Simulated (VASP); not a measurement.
Wanted: the native input for a VASP 6.6.1 run.

| Item | Value |
| --- | --- |
| Task | relaxation of cell and atoms |
| Functional | PBEsol |
| Potentials or basis | VASP PAW PBE potentials, release 64 (W_sv) |
| Cutoff | 600 eV |
| k mesh | 16 × 16 × 16 |
| Occupations | methfessel-paxton, width 0.1 eV |
| Spin | no spin polarisation |
| Further INCAR settings | ALGO = Normal; EDIFF = 1e-07; IBRION = 2; EDIFFG = -0.005; NSW = 90; ISIF = 3 |

The structure of W lies in POSCAR:

```
W                                       
1.0
   -1.5776893475      1.5776893475      1.5776893475
    1.5776893475     -1.5776893475      1.5776893475
    1.5776893475      1.5776893475     -1.5776893475
  W             
     1
Direct
     0.0000000000000000    0.0000000000000000    0.0000000000000000
```

One way to write it, as run:

INCAR

```
SYSTEM = W
ALGO = Normal
EDIFF = 1E-7
EDIFFG = -0.005
ENCUT = 600
GGA = PS
IBRION = 2
ISIF = 3
ISMEAR = 1
LASPH = .TRUE.
LCHARG = .FALSE.
LREAL = .FALSE.
LWAVE = .FALSE.
NELM = 80
NSW = 90
PREC = Accurate
SIGMA = 0.1
```

KPOINTS

```
k-points
0
G
  16 16 16
  0 0 0
```

Potentials or basis: VASP PAW PBE potentials, release 64 (W_sv).

The run is started by

```console
$ cat potpaw_PBE.64/W_sv/POTCAR > POTCAR
$ mpirun -np 1 vasp_std > vasp.out
```

Results of the run:

| Item | Value |
| --- | --- |
| Relaxed volume | 15.71 Å³/atom |
| Relaxed cell | a = 2.732 Å, b = 2.732 Å, c = 2.732 Å, α = 109.47°, β = 109.47°, γ = 109.47° |
| Space group after relaxing (to 0.05 Å) | Im-3m (No. 229) |
| Energy gained by relaxing | 0.0 meV/atom |
| Ionic steps | 3 |
| Pressure after relaxing | 0.0 GPa |
| Band gap on the k mesh | none (metal or under the smearing width) |

Caveat: the PAW data sets were made with another functional, which shifts forces and pressure a little.

Wall time 14 s on 1 thread of Intel(R) Xeon(R) 6975P-C (Granite Rapids), on a shared host, peak memory 0.16 GiB.
